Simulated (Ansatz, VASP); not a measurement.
# TaSiF: VASP beside Ansatz

INCAR

```
SYSTEM = TaSiF
ALGO     = Normal         ! electronic algorithm
EDIFF    = 1E-6           ! SCF threshold, eV
ENCUT    = 520            ! plane-wave cutoff, eV
GGA      = PE             ! functional
ISIF     = 2              ! what is computed and relaxed
ISMEAR   = 0              ! smearing method
LASPH    = .TRUE.         ! aspherical terms in the spheres
LCHARG   = .FALSE.        ! write CHGCAR
LREAL    = .FALSE.        ! projectors in reciprocal space
LWAVE    = .FALSE.        ! write WAVECAR
NBANDS   = 18             ! bands
NELM     = 60             ! most SCF steps
PREC     = Accurate       ! precision mode
SIGMA    = 0.1            ! smearing width, eV
```

File KPOINTS:

```
k-points
0
G
  6 6 4
  0 0 0
```

File POSCAR:

```
TaSiF
1.0
    3.6837701600      0.0000000000      0.0000000000
   -1.8418850800      3.1902385400      0.0000000000
    0.0000000000      0.0000000000      4.1414981100
Ta Si F
1 1 1
Direct
    0.6666666700      0.3333333300      0.0000000000
    0.3333333300      0.6666666700      0.5000000000
    0.0000000000      0.0000000000      0.5000000000
```

Input for Ansatz:

```yaml
crystal:
  lattice:
    - [3.68377016, 0.0, 0.0]
    - [-1.84188508, 3.19023854, 0.0]
    - [0.0, 0.0, 4.14149811]
  atoms:
    - { symbol: Ta, position: [0.66666667, 0.33333333, 0.0] }
    - { symbol: Si, position: [0.33333333, 0.66666667, 0.5] }
    - { symbol: F, position: [0.0, 0.0, 0.5] }
basis:
  ecutwfc: 420
kpoints:
  mp_grid: { grid: [6, 6, 4] }
hamiltonian:
  xc: pbe
scf:
  occupations: { method: gaussian, width: 0.1 }
  lower_state_search: "off"
output:
  forces: true
  stress: true
  eigenvalues: true
```

Change from the starting cell: species swapped into the SrCuGe type (P-6m2, No. 187).

Alike in both runs: task single point; functional PBE; k mesh 6 × 6 × 4; occupations gaussian, width 0.1 eV; no spin polarisation.

|  | VASP | Ansatz |
| --- | --- | --- |
| version | VASP 6.6.1 | Ansatz 0.2.0 |
| potentials or method | VASP PAW PBE potentials, release 64 (Ta_pv, Si, F) | scalar-relativistic, plane waves, PAW |
| plane-wave cutoff (eV) | 520 | 420 |
| valence electrons in the cell | 22 | 24 |

|  | VASP | Ansatz | Ansatz less VASP |
| --- | --- | --- | --- |
| gap on the k mesh at the Fermi level (eV) | none | none | - |
| pressure (GPa) | -9.8 | -9.7 | +0.09 |
| largest component of the traceless stress (GPa) | 5.31 | 5.22 | -0.093 |

A gap of «none» marks a metal or a gap that the smearing closes. The two sets of potentials don't hold the same shells in valence.

Caveats: the k mesh is coarse (spacing up to 0.38 Å⁻¹), so the values aren't converged. Spin-orbit coupling is left out, which matters for the levels of Ta.
